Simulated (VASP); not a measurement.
S:

```
S
1.0
    -1.18184    1.18184    4.40157
     1.18184   -1.18184    4.40157
     1.18184    1.18184   -4.40157
S
1
Direct
  0.00000 0.00000 0.00000
```

The cell was built by a generator and needn't be a form met in nature.

```yaml
Program: VASP 6.6.1
Task: relaxation of cell and atoms
Functional: LDA
Potentials_or_basis: VASP PAW LDA potentials, release 64 (S)
Cutoff: 600 eV
k_mesh: 16 × 16 × 16
Occupations: gaussian, width 0.05 eV
Spin: no spin polarisation
```

At the start: pressure -3.6 GPa; volume 24.59 Å³/atom.

Q: How do energy, volume and symmetry change on relaxing?

A: Over 15 steps the energy falls by 61.9 meV/atom and the volume is 18.18 Å³/atom (-26.1 %); space group I4/mmm (No. 139, to 0.05 Å).

The path:
```tsv
step	energy change (eV)	largest force (eV/Å)	pressure (GPa)	volume (Å³)
1	0.0000	0.0000	-3.56	24.59
2	-0.0011	0.0000	3.50	22.69
3	-0.0149	0.0000	-0.32	23.59
4	-0.0149	0.0000	-0.26	23.57
5	-0.0162	0.0000	-0.26	23.39
6	-0.0204	0.0000	-0.27	22.84
7	-0.0298	0.0000	-0.27	21.75
8	-0.0529	0.0000	-0.17	19.58
9	0.0377	0.0000	5.81	15.25
10	-0.0580	0.0000	-0.05	19.03
11	-0.0588	0.0000	0.87	17.50
12	-0.0617	0.0000	0.25	18.34
13	-0.0619	0.0000	0.35	18.14
14	-0.0513	0.0000	-3.55	18.65
15	-0.0619	0.0000	0.03	18.18
```

Final structure:
```
S
1.0
    -1.15893    1.15893    3.38378
     1.15893   -1.15893    3.38378
     1.15893    1.15893   -3.38378
S
1
Cartesian
  0.0000 0.0000 0.0000
```

Caveat: the volume moved by over 15 % at a fixed basis, so the end points are rough.
